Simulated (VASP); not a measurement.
# TiSi2 (Zhiqinite): structure and properties in VASP, part 2 of 3

What structure does TiSi2 (Zhiqinite) take at this level, and what are its properties? The start is a cell from a database of measured crystal structures.

VASP 6.6.1; PBE; plane waves and PAW (Ti_sv, Si).

So far. Step 2 (Relaxing cell and atoms (PBE)): It ends with a largest force of 0.005 eV/Å and a pressure of 0.01 GPa. The volume lies +1.3 % from that of the database's start. Step 3 (Second relaxation): It ends with a largest force of 0.005 eV/Å and a pressure of 0.04 GPa. The volume moved by under 0.01 %: the run met its threshold at the first step. The relaxed cell has a, b, c = 4.805, 8.239, 8.570 Å (conventional setting).

The database entry behind the starting cell is an old determination (1939), so it need not match the best structure at ambient conditions.

### 4. Density, ELF and potential (PBE)

A single point on the relaxed cell gives a clean self-consistent state, with density, ELF and potential written out.

Contents of INCAR:

```
SYSTEM = TiSi2
PREC = Accurate
ENCUT = 400
EDIFF = 1E-06
NELM = 100
ISMEAR = 0
SIGMA = 0.05
LREAL = .FALSE.
ALGO = Normal
GGA = PE
NBANDS = 26
LASPH = .TRUE.
LORBIT = 11
LWAVE = .FALSE.
LCHARG = .TRUE.
ISIF = 2
LELF = .TRUE.
LVHAR = .TRUE.
```

Contents of POSCAR:

```
TiSi2
1.0
    0.0000000000      4.1192781278      4.2852037828
    2.4023531321      0.0000000000      4.2852037828
    2.4023531321      4.1192781278      0.0000000000
Ti Si
2 4
Direct
    0.7500000000      0.7500000000      0.7500000000
    0.5000000000      0.5000000000      0.5000000000
    0.0872441169      0.4127558831      0.0872441169
    0.4127558831      0.0872441169      0.4127558831
    0.1627558831      0.8372441169      0.1627558831
    0.8372441169      0.1627558831      0.8372441169
```

Contents of KPOINTS:

```
Automatic mesh
0
Gamma
7 7 7
0 0 0
```

Potentials, in the order of the species: Ti_sv and Si (PBE family, release 64).

The run is started by

```bash
$ mpirun -np 4 vasp_std
```

The log of the run:

```text
[banner, memory and clock lines left out]
running    4 mpi-ranks, on    1 nodes
 distrk:  each k-point on    4 cores,    1 groups
 distr:  one band on    1 cores,    4 groups

 POSCAR found type information on POSCAR TiSi
 POSCAR found :  2 types and       6 ions
 LDA part: xc-table for (Slater+PW92), standard interpolation
|                                                                             |
|           W    W    AA    RRRRR   N    N  II  N    N   GGGG   !!!           |
|           W    W   A  A   R    R  NN   N  II  NN   N  G    G  !!!           |
|           W    W  A    A  R    R  N N  N  II  N N  N  G       !!!           |
|           W WW W  AAAAAA  RRRRR   N  N N  II  N  N N  G  GGG   !            |
|           WW  WW  A    A  R   R   N   NN  II  N   NN  G    G                |
|           W    W  A    A  R    R  N    N  II  N    N   GGGG   !!!           |
|                                                                             |
|     The number of bands has been changed from the values supplied in        |
|     The orbitals not found in the WAVECAR file will be initialized with     |
|     random numbers, which is usually adequate. For correlated               |
|     calculations, however, you should redo the groundstate calculation.     |
|     I found NBANDS = 26. Now, NBANDS = 28.                                  |
|                                                                             |

 POSCAR, INCAR and KPOINTS ok, starting setup
 FFT: planning ... GRIDC
 FFT: planning ... GRID_SOFT
 FFT: planning ... GRID
 WAVECAR not read
 entering main loop
       N       E                     dE             d eps       ncg     rms          rms(c)
DAV:   1     0.344753494886E+03    0.34475E+03   -0.16285E+04  3584   0.126E+03
DAV:   2    -0.146961215124E+01   -0.34622E+03   -0.33768E+03  3608   0.393E+02
DAV:   3    -0.413909488400E+02   -0.39921E+02   -0.39295E+02  6192   0.114E+02
DAV:   4    -0.441944522875E+02   -0.28035E+01   -0.27909E+01  4880   0.273E+01
DAV:   5    -0.443756560611E+02   -0.18120E+00   -0.18116E+00  5604   0.608E+00    0.183E+01
DAV:   6    -0.414133750512E+02    0.29623E+01   -0.37003E+01  5096   0.421E+01    0.715E+00
DAV:   7    -0.407655887198E+02    0.64779E+00   -0.76032E+00  4876   0.198E+01    0.511E+00
DAV:   8    -0.406996487434E+02    0.65940E-01   -0.89311E-01  4904   0.729E+00    0.140E+00
DAV:   9    -0.406812581559E+02    0.18391E-01   -0.17411E-01  5004   0.338E+00    0.510E-01
DAV:  10    -0.406822187530E+02   -0.96060E-03   -0.62769E-03  4644   0.596E-01    0.248E-01
DAV:  11    -0.406819870849E+02    0.23167E-03   -0.59815E-03  5056   0.570E-01    0.152E-01
DAV:  12    -0.406818500288E+02    0.13706E-03   -0.12272E-03  4968   0.271E-01    0.164E-02
DAV:  13    -0.406818494138E+02    0.61501E-06   -0.31274E-05  4572   0.485E-02    0.137E-02
DAV:  14    -0.406818487974E+02    0.61636E-06   -0.18820E-06  4164   0.111E-02
   1 F= -.40681849E+02 E0= -.40680231E+02  d E =-.323606E-02
```

Wall time 68 s (4 MPI ranks of AMD EPYC 7571, shared host); peak memory 0.53 GiB.

From OUTCAR (step 4):

```text
 Found     64 irreducible k-points:

   k-points           NKPTS =     64   k-points in BZ     NKDIM =     64   number of bands    NBANDS=     28

   NELECT =      40.0000    total number of electrons

 E-fermi :  10.0517

 k-point     1 :       0.0000    0.0000    0.0000
  band No.  band energies     occupation
    ...
     17       7.7990      2.00000
     18       7.9971      2.00000
     19       8.2769      2.00000
     20       8.7260      2.00000
     21       9.1579      2.00000
     22      12.0929      0.00000
     23      13.1186      0.00000
     24      13.3304      0.00000
     25      13.4485      0.00000
     26      13.4751      0.00000
    ...

 k-point     2 :       0.1429   -0.0000    0.0000
  band No.  band energies     occupation
    ...
     17       7.9010      2.00000
     18       8.0145      2.00000
     19       8.7974      2.00000
     20       8.8874      2.00000
     21       9.1410      2.00000
     22      11.8920      0.00000
     23      12.9598      0.00000
     24      13.0257      0.00000
     25      13.2076      0.00000
     26      13.3510      0.00000
    ...

  Total        0.0007902      0.0579558      0.0279807      0.0000000      0.0000000      0.0000000
  in kB        0.0149273      1.0948340      0.5285784      0.0000000      0.0000000      0.0000000
  external PRESSURE =       0.5461132 kB  Pullay stress =       0.0000000 kB

 POSITION                                       TOTAL-FORCE (eV/Angst)
 -----------------------------------------------------------------------------------
      3.60353      6.17892      6.42781         0.000000     -0.000000     -0.000000
      2.40235      4.11928      4.28520        -0.000000      0.000000      0.000000
      1.20118      0.71877      2.14260        -0.000000     -0.005322     -0.000000
      1.20118      3.40051      2.14260        -0.000000      0.005322     -0.000000
      2.40235      1.34087      4.28520         0.000000      0.005322      0.000000
      2.40235      6.89768      4.28520         0.000000     -0.005322      0.000000
 -----------------------------------------------------------------------------------
    total drift:                               -0.000000     -0.000000      0.000000

  FREE ENERGIE OF THE ION-ELECTRON SYSTEM (eV)
  ---------------------------------------------------
  free  energy   TOTEN  =       -40.6818487974 eV

  energy  without entropy=      -40.6786127397  energy(sigma->0) =      -40.68023077

[... 9 parts as in an earlier step ...]

[... 5 further parts left out ...]
```

Numbers from this step:

| Quantity | Value |
| --- | --- |
| SCF cycles | 14 |
| bands | 28 |
| pressure | 0.05461 GPa |

Valence electrons inside each PAW sphere by angular momentum. Sphere charges, by row:

```
atom  s (e)  p (e)  d (e)  tot (e)
 Ti1   2.17  6.162   2.05    10.38
 Ti2   2.17  6.162   2.05    10.38
 Si3  0.769  0.856      0    1.626
 Si4  0.769  0.856      0    1.626
 Si5  0.769  0.856      0    1.626
 Si6  0.769  0.856      0    1.626
```

ELF in the bc plane of the conventional cell at fractional x = 0.000, with atoms of Ti and Si within 0.2 Å of it. It is the smooth field of the valence electrons, not physical close to the nuclei.

Values, 12 rows by 16 columns, each cell a mean:
```
0.44 0.52 0.42 0.55 0.70 0.39 0.21 0.56 0.64 0.29 0.26 0.65 0.62 0.42 0.50 0.49
0.20 0.48 0.67 0.60 0.45 0.42 0.37 0.27 0.25 0.32 0.42 0.43 0.54 0.66 0.57 0.27
0.37 0.50 0.51 0.27 0.20 0.43 0.62 0.58 0.56 0.62 0.52 0.24 0.22 0.44 0.53 0.40
0.53 0.60 0.51 0.27 0.26 0.47 0.52 0.34 0.30 0.46 0.53 0.32 0.23 0.44 0.60 0.55
0.23 0.25 0.36 0.49 0.62 0.69 0.59 0.30 0.24 0.52 0.69 0.65 0.54 0.42 0.28 0.22
0.77 0.35 0.25 0.67 0.58 0.29 0.42 0.52 0.50 0.50 0.29 0.45 0.71 0.39 0.22 0.68
0.64 0.29 0.26 0.65 0.62 0.42 0.50 0.49 0.44 0.52 0.42 0.55 0.70 0.39 0.21 0.56
0.25 0.32 0.42 0.43 0.54 0.66 0.57 0.27 0.20 0.48 0.67 0.60 0.45 0.42 0.37 0.27
0.56 0.62 0.52 0.24 0.22 0.44 0.53 0.40 0.37 0.50 0.51 0.27 0.20 0.43 0.62 0.58
0.30 0.46 0.53 0.32 0.23 0.44 0.60 0.55 0.53 0.60 0.51 0.27 0.26 0.47 0.52 0.34
0.24 0.52 0.69 0.65 0.54 0.42 0.28 0.22 0.23 0.25 0.36 0.49 0.62 0.69 0.59 0.30
0.50 0.50 0.29 0.45 0.71 0.39 0.22 0.68 0.77 0.35 0.25 0.67 0.58 0.29 0.42 0.52
```
Columns run along b (8.2 Å), rows up along c (8.6 Å), edges of the conventional cell, whose origin can differ from the input's. Atoms in or near the plane, at fractional coordinates: Ti at (0.50, 0.00), Ti at (0.00, 0.50), Si at (0.16, 0.00), Si at (0.66, 0.50), Si at (0.84, 0.00), Si at (0.34, 0.50).

Electrostatic potential energy in the bc plane of the conventional cell at fractional x = 0.000, with atoms of Ti and Si within 0.2 Å of it. With pseudopotentials it is smooth inside the atoms' cores, unlike the true potential.

Values in eV, 12 rows by 16 columns, each cell a mean:
```
 -2 -24 -61 -47  -8  -1 -13 -45 -51 -24  -2  -3 -33 -62 -39  -5
  1  -1  -4  -3   0   1   0  -5  -6  -2   1   1  -2  -5  -2   0
  0  -1  -1  -2  -2  -1  -1   0   0  -1  -1  -1  -2  -1  -1  -1
  0   0   0  -1  -1  -1  -1   0   0  -1  -1  -1  -1   0   0   0
-13  -4   1   0  -5 -11  -6   0   1  -3 -11  -8  -1   1  -2 -11
-58 -30  -3  -5 -43 -75 -50  -7  -3 -32 -74 -60 -11  -1 -18 -53
-51 -24  -2  -3 -33 -62 -39  -5  -2 -24 -61 -47  -8  -1 -13 -45
 -6  -2   1   1  -2  -5  -2   0   1  -1  -4  -3   0   1   0  -5
  0  -1  -1  -1  -2  -1  -1  -1   0  -1  -1  -2  -2  -1  -1   0
  0  -1  -1  -1  -1   0   0   0   0   0   0  -1  -1  -1  -1   0
  1  -3 -11  -8  -1   1  -2 -11 -13  -4   1   0  -5 -11  -6   0
 -3 -32 -74 -60 -11  -1 -18 -53 -58 -30  -3  -5 -43 -75 -50  -7
```
Columns run along b (8.2 Å; values clipped at the 3rd and 97th percentile), rows up along c (8.6 Å), edges of the conventional cell, whose origin can differ from the input's. Atoms in or near the plane, at fractional coordinates: Ti at (0.50, 0.00), Ti at (0.00, 0.50), Si at (0.16, 0.00), Si at (0.66, 0.50), Si at (0.84, 0.00), Si at (0.34, 0.50).

Valence density in the bc plane of the conventional cell at fractional x = 0.000, with atoms of Ti and Si within 0.2 Å of it. It is the smooth field of the valence electrons, not physical close to the nuclei.

Ten steps, logarithmic in the rise over the least value, from '0' (0 e/Å³) to '9' (12 e/Å³), each cell a mean:
```
23312332247986323321233
22333332235664222333332
22333322223332222233322
22232222222222222223222
22222222222222222222222
22222222222222222222222
22222222222222222222222
22222222322222232222222
33222233332222333222223
65322333332223333322246
97422332233233212332368
98522330023233202332369
86422332233223323322357
53222233332223333322234
22222223322222333222222
22222222222222222222222
22222222222222222222222
22222222222222222222222
22222222222222222222222
22233222222222222233322
22333322223443222333322
23323332246875322332332
23201332258996323320233
```
Columns run along b (8.2 Å), rows up along c (8.6 Å), edges of the conventional cell, whose origin can differ from the input's. Atoms in or near the plane, at fractional coordinates: Ti at (0.50, 0.00), Ti at (0.00, 0.50), Si at (0.16, 0.00), Si at (0.66, 0.50), Si at (0.84, 0.00), Si at (0.34, 0.50).

In this run the pressure is 0.05 GPa, small enough to go on.

### 5. Band structure (PBE)

Levels along the symmetry lines show where the bands peak and cross; KPOINTS_OPT computes them in the converged potential.

Contents of INCAR:

```
SYSTEM = TiSi2
PREC = Accurate
ENCUT = 400
EDIFF = 1E-06
NELM = 100
ISMEAR = 0
SIGMA = 0.05
LREAL = .FALSE.
ALGO = Normal
GGA = PE
NBANDS = 36
LASPH = .TRUE.
LORBIT = 11
LWAVE = .FALSE.
LCHARG = .FALSE.
KPAR = 4
```

POSCAR is that of step 4.

KPOINTS is that of step 4.

Contents of KPOINTS_OPT:

```
Line mode
16
Line-mode
Reciprocal
  0.00000000   0.00000000   0.00000000 GAMMA
  0.50000000   0.00000000   0.50000000 Y

  0.50000000   0.00000000   0.50000000 Y
  1.00000000   0.50000000   0.50000000 T

  1.00000000   0.50000000   0.50000000 T
  0.50000000   0.50000000   0.00000000 Z

  0.50000000   0.50000000   0.00000000 Z
  0.00000000   0.00000000   0.00000000 GAMMA

  0.00000000   0.00000000   0.00000000 GAMMA
  0.00000000   0.41360239   0.41360239 X

  0.00000000   0.41360239   0.41360239 X
  0.50000000   0.24354267   0.74354267 A1

  0.50000000   0.24354267   0.74354267 A1
  0.50000000   0.00000000   0.50000000 Y

  1.00000000   0.50000000   0.50000000 T
  1.00000000   0.58639761   0.58639761 X1

  0.00000000   0.41360239   0.41360239 X
  0.50000000   0.75645733   0.25645733 A

  0.50000000   0.75645733   0.25645733 A
  0.50000000   0.50000000   0.00000000 Z

  0.50000000   0.50000000   0.50000000 L
  0.00000000   0.00000000   0.00000000 GAMMA
```

The run is started by

```bash
$ mpirun -np 4 vasp_std
```

The log of the run:

```text
[... set-up lines as in an earlier step ...]
 entering main loop
       N       E                     dE             d eps       ncg     rms          rms(c)
DAV:   1     0.348442394591E+03    0.34844E+03   -0.15434E+04  4608   0.988E+02
DAV:   2    -0.476742100049E+01   -0.35321E+03   -0.33756E+03  4656   0.319E+02
DAV:   3    -0.414926246674E+02   -0.36725E+02   -0.35942E+02  7112   0.916E+01
DAV:   4    -0.442475742523E+02   -0.27549E+01   -0.27254E+01  6400   0.222E+01
DAV:   5    -0.443760114399E+02   -0.12844E+00   -0.12841E+00  6524   0.426E+00    0.183E+01
DAV:   6    -0.414701272117E+02    0.29059E+01   -0.16649E+01  6084   0.327E+01    0.716E+00
DAV:   7    -0.407741882778E+02    0.69594E+00   -0.35437E+00  5424   0.160E+01    0.542E+00
DAV:   8    -0.407235268315E+02    0.50661E-01   -0.61218E-01  5316   0.660E+00    0.223E+00
DAV:   9    -0.406817039837E+02    0.41823E-01   -0.15610E-01  5300   0.369E+00    0.536E-01
DAV:  10    -0.406823416855E+02   -0.63770E-03   -0.85883E-03  5888   0.489E-01    0.326E-01
DAV:  11    -0.406820599814E+02    0.28170E-03   -0.44051E-03  6256   0.518E-01    0.203E-01
DAV:  12    -0.406818497344E+02    0.21025E-03   -0.91268E-04  5480   0.267E-01    0.250E-02
DAV:  13    -0.406818492575E+02    0.47695E-06   -0.28994E-05  5856   0.329E-02    0.141E-02
DAV:  14    -0.406818482929E+02    0.96458E-06   -0.30213E-06  5248   0.118E-02
   1 F= -.40681848E+02 E0= -.40680230E+02  d E =-.323561E-02
 Start KPOINTS_OPT (optional k-point list driver)
k-point batch [1-64\176]
       N       E                     dE             ncg
DAV:   1     0.516084720357E+04   -0.39044E+05     4616
DAV:   2    -0.176724872382E+05   -0.22833E+05     4712
DAV:   3    -0.201169579008E+05   -0.24445E+04     6976
DAV:   4    -0.203087810861E+05   -0.19182E+03     6172
DAV:   5    -0.203181976934E+05   -0.94166E+01     6172
DAV:   6    -0.203182726925E+05   -0.74999E-01     5932
DAV:   7    -0.203182745905E+05   -0.18980E-02     6304
DAV:   8    -0.203182746312E+05   -0.40677E-04     5532
DAV:   9    -0.203182746330E+05   -0.17421E-05     3856
DAV:  10    -0.203182746331E+05   -0.15397E-06     3104
[...]
k-point batch [129-176\176]
       N       E                     dE             ncg
DAV:   1     0.216070794184E+05   -0.36541E+05     3456
DAV:   2     0.472668263785E+04   -0.16880E+05     3516
DAV:   3     0.289863564005E+04   -0.18280E+04     5228
DAV:   4     0.275296878569E+04   -0.14567E+03     4680
DAV:   5     0.274611042796E+04   -0.68584E+01     4692
DAV:   6     0.274606307541E+04   -0.47353E-01     4532
DAV:   7     0.274606176828E+04   -0.13071E-02     4644
DAV:   8     0.274606173021E+04   -0.38065E-04     4196
DAV:   9     0.274606172859E+04   -0.16233E-05     2804
DAV:  10     0.274606172847E+04   -0.12184E-06     2296
```

It took 2.9 min on 4 MPI ranks; peak memory 1.2 GiB.

Parts of OUTCAR (step 5):

```text
   k-points           NKPTS =     64   k-points in BZ     NKDIM =     64   number of bands    NBANDS=     36

   NELECT =      40.0000    total number of electrons

 E-fermi :  10.0519

 k-point     1 :       0.0000    0.0000    0.0000
  band No.  band energies     occupation
    ...
     17       7.7990      2.00000
     18       7.9971      2.00000
     19       8.2770      2.00000
     20       8.7260      2.00000
     21       9.1581      2.00000
     22      12.0932      0.00000
     23      13.1189      0.00000
     24      13.3306      0.00000
     25      13.4479      0.00000
     26      13.4754      0.00000
    ...

  Total       -0.0011462      0.0550594      0.0245939      0.0000000      0.0000000      0.0000000
  in kB       -0.0216535      1.0401175      0.4645992      0.0000000      0.0000000      0.0000000
  external PRESSURE =       0.4943544 kB  Pullay stress =       0.0000000 kB

 POSITION                                       TOTAL-FORCE (eV/Angst)
 -----------------------------------------------------------------------------------
      3.60353      6.17892      6.42781         0.000000     -0.000000     -0.000000
      2.40235      4.11928      4.28520         0.000000      0.000000     -0.000000
      1.20118      0.71877      2.14260        -0.000000     -0.005269     -0.000000
      1.20118      3.40051      2.14260        -0.000000      0.005269     -0.000000
      2.40235      1.34087      4.28520         0.000000      0.005269      0.000000
      2.40235      6.89768      4.28520         0.000000     -0.005269      0.000000
 -----------------------------------------------------------------------------------
    total drift:                               -0.000000     -0.000000      0.000000

  FREE ENERGIE OF THE ION-ELECTRON SYSTEM (eV)
  ---------------------------------------------------
  free  energy   TOTEN  =       -40.6818482929 eV

  energy  without entropy=      -40.6786126864  energy(sigma->0) =      -40.68023049

[... 8 parts as in an earlier step ...]

[... 8 further parts left out ...]
```

Numbers from this step:

- bands: 36
- pressure: 0.04944 GPa

The electronic bands at the labelled points (eV, zero at the Fermi level; # counts the bands kept, so #1 is VASP's band 9):

```
          point     #9    #10    #11    #12    #13   #14   #15   #16
              Γ  -2.25  -2.05  -1.77  -1.33  -0.89  2.04  3.07  3.28
0.47 of the way  -1.84  -1.52  -1.46  -1.37  -1.14  1.68  2.93  3.06
              Y  -2.33  -2.33  -0.83  -0.83   1.28  1.28  3.23  3.23
0.47 of the way  -1.12  -1.12  -0.72  -0.72   1.02  1.02  2.66  2.66
              T  -1.13  -1.13  -0.62  -0.62   0.84  0.84  2.26  2.26
0.47 of the way  -1.26  -1.26  -0.38  -0.38   0.71  0.71  1.98  1.98
              Z  -1.54  -1.54  -0.95  -0.95   0.74  0.74  3.20  3.20
0.47 of the way  -1.78  -1.63  -1.62  -1.18  -1.06  1.45  3.10  3.16
              Γ  -2.25  -2.05  -1.77  -1.33  -0.89  2.04  3.07  3.28
0.47 of the way  -2.33  -0.39  -0.30  -0.11  -0.07  1.66  1.75  2.10
              X  -1.29  -0.41   0.07   0.11   0.74  0.93  1.76  2.50
0.53 of the way  -1.17  -0.79  -0.41  -0.10   0.94  1.24  1.34  1.82
             A1  -1.64  -1.64  -1.38  -1.38   1.40  1.40  2.09  2.09
0.47 of the way  -1.46  -1.46  -1.16  -1.16   1.36  1.36  2.70  2.70
              Y  -2.33  -2.33  -0.83  -0.83   1.28  1.28  3.23  3.23
      jump to T  -1.13  -1.13  -0.62  -0.62   0.84  0.84  2.26  2.26
0.47 of the way  -0.96  -0.82  -0.50  -0.29   0.82  0.87  2.05  2.44
             X1  -1.29  -0.41   0.07   0.11   0.74  0.93  1.76  2.50
      jump to X  -1.29  -0.41   0.07   0.11   0.74  0.93  1.76  2.50
0.47 of the way  -1.69  -0.46  -0.39  -0.34   1.12  1.32  2.12  2.32
              A  -1.64  -1.64  -1.38  -1.38   1.40  1.40  2.09  2.09
0.47 of the way  -1.75  -1.75  -1.16  -1.16   1.23  1.23  1.69  1.69
              Z  -1.54  -1.54  -0.95  -0.95   0.74  0.74  3.20  3.20
      jump to L  -1.91  -1.03  -0.01   0.15   1.00  1.36  1.66  2.23
0.47 of the way  -1.74  -1.39  -1.14  -0.84  -0.27  1.40  2.55  2.62
              Γ  -2.25  -2.05  -1.77  -1.33  -0.89  2.04  3.07  3.28
```

Of the projections kept (Ti, Si), the largest for each band there; the rest of the weight can lie on other orbitals:

```
point       #9      #10      #11      #12      #13      #14      #15      #16
    Γ  Ti 0.55  Si 0.82  Si 0.51  Ti 0.66  Ti 0.88  Ti 1.00  Ti 0.90  Ti 0.62
    Y  Ti 0.60  Ti 0.60  Ti 0.83  Ti 0.83  Ti 0.92  Ti 0.92  Ti 0.85  Ti 0.85
    T  Ti 0.61  Ti 0.61  Ti 0.77  Ti 0.77  Ti 0.89  Ti 0.89  Ti 0.76  Ti 0.76
    Z  Ti 0.52  Ti 0.52  Ti 0.89  Ti 0.89  Ti 0.76  Ti 0.76  Ti 0.82  Ti 0.82
    Γ  Ti 0.55  Si 0.82  Si 0.51  Ti 0.66  Ti 0.88  Ti 1.00  Ti 0.90  Ti 0.62
    X  Ti 0.64  Ti 0.81  Ti 0.88  Ti 0.82  Ti 0.90  Ti 0.93  Ti 0.56  Ti 0.92
```

There is no gap at this level.

Of the bands kept, 4 cross the Fermi level on this path.

(Part 2 of 3 ends here.)

[Lines on the potential files, build, host, timing and source positions are cut from VASP's logs without a mark.]

[Logs are printed without paths, hosts, clocks, repeated set-up lines and the standing remarks that a program may print on its own settings, such as how far it seeks lower states.]

[Hosts, paths, dates, database ids (printed as entryN), source tags and the programs' standing remarks are cut or masked in the printed files.]

[A measured line is paired with the nearest computed mode of its activity, which favours agreement.]
